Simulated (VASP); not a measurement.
Energy against volume of SrTe (rock salt). All values below come from SCAN meta-GGA, VASP's PBE PAW potentials (set 64) (plane waves; VASP).

| V (Å³/atom) | E (eV/atom) |
|---|---|
| 35.386 | -31.71081 |
| 36.516 | -31.72364 |
| 37.645 | -31.72770 |
| 38.774 | -31.72422 |
| 39.904 | -31.71432 |

Problem. Fit a third-order Birch-Murnaghan equation of state.

Solution. 
- volume per atom: 37.66 Å³/atom
- bulk modulus: 35.4 GPa
- pressure derivative of the bulk modulus: 4.16
- lattice constant a: 6.704 Å

Measured: bulk modulus 39.5 GPa (computed value off by -10.3 %), a 6.659 Å (computed value off by +0.7 %), as given by S. C. Rakesh Roshan et al., ACS Applied Energy Materials (2021), arXiv:2110.13857. The calculation is for a static lattice, while the measured bulk modulus, a hold thermal and zero-point effects, which are part of the difference.

The compound is SrTe in the rock salt structure. It was relaxed first.
